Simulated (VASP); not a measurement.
```
CELL_PARAMETERS angstrom
      1.82017    -3.15263     0.00000
      1.82017     3.15263     0.00000
      0.00000     0.00000     7.21940
ATOMIC_POSITIONS crystal
  Zr 0.00000 0.00000 0.00000
  S  0.33333 0.66667 0.19998
  S  0.66667 0.33333 0.80002
```

All values below come from AM05 GGA, VASP's PBE PAW potentials (set 64) (plane waves; VASP). Settings: 520 eV cut-off, Gaussian smearing of 0.050 eV, potentials Zr_sv S.

Without a dispersion term in the relaxation, distances and binding between the weakly bound layers, chains or molecules are unreliable, and so is what depends on them.

Question: Give the energies of bands 7 to 15 at the high-symmetry points, in eV from the valence-band maximum.

Answer: 
| band | Γ | M | K | A | L | H |
|---|---|---|---|---|---|---|
| 7 | -3.95 | -4.37 | -3.33 | -3.77 | -4.38 | -3.34 |
| 8 | -2.70 | -2.78 | -3.33 | -2.70 | -2.85 | -3.34 |
| 9 | -2.70 | -2.47 | -3.19 | -2.70 | -2.48 | -3.16 |
| 10 | -0.65 | -2.34 | -1.90 | -1.10 | -2.33 | -1.86 |
| 11 | 0.00 | -1.29 | -1.90 | -0.01 | -1.12 | -1.86 |
| 12 | 0.00 | -0.96 | -1.57 | -0.01 | -0.94 | -1.63 |
| 13 | 1.64 | 1.11 | 2.38 | 1.64 | 1.04 | 2.39 |
| 14 | 1.64 | 3.44 | 3.23 | 1.64 | 3.44 | 3.14 |
| 15 | 2.48 | 3.76 | 3.23 | 2.71 | 3.75 | 3.14 |

The gap is indirect, 1.04 eV, from the valence maximum at Γ to the conduction minimum at L.

Measured: gap 1.70 eV (computed value off by -0.66 eV), as given by Miłosz Rybak et al., Nanomaterials (2022), arXiv:2210.12074.

The compound is ZrS2 in the 1T layered structure. It was relaxed first, which changed the volume by +23 %.
